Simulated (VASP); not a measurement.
```
CELL_PARAMETERS angstrom
     -1.89127     1.89127     4.80751
      1.89127    -1.89127     4.80751
      1.89127     1.89127    -4.80751
ATOMIC_POSITIONS crystal
  Ti 0.00000 0.00000 0.00000
  Ti 0.75000 0.25000 0.50000
  O  0.95715 0.45715 0.50000
  O  0.20715 0.20715 0.00000
  O  0.79285 0.79285 0.00000
  O  0.54285 0.04285 0.50000
```

The numbers are results of PBE GGA, VASP's PBE PAW potentials (set 64) (plane waves; VASP), not measurements. Run with 400 eV cut-off, 12×12×12 Γ-centred mesh, Gaussian smearing of 0.010 eV, potentials Ti_sv O.

At this cut-off the stress carries a Pulay error, which pulls relaxed volumes low.

Give the force on each atom (eV/Å).

| atom | Fx | Fy | Fz |
|---|---|---|---|
| Ti1 | 0.000 | 0.000 | 0.000 |
| Ti2 | 0.000 | 0.000 | 0.000 |
| O3 | 0.000 | 0.000 | 0.066 |
| O4 | 0.000 | 0.000 | 0.066 |
| O5 | 0.000 | 0.000 | -0.066 |
| O6 | 0.000 | 0.000 | -0.066 |

Give the stress tensor in GPa (positive for a compressed cell).

```
-2.06   0.00   0.00
 0.00  -2.06   0.00
 0.00   0.00  -2.02
```
The pressure is its mean diagonal, -2.05 GPa.

The structure comes from a computed database's TiO2 entry; how it stands against other phases isn't given here. The cell was not relaxed at this level.
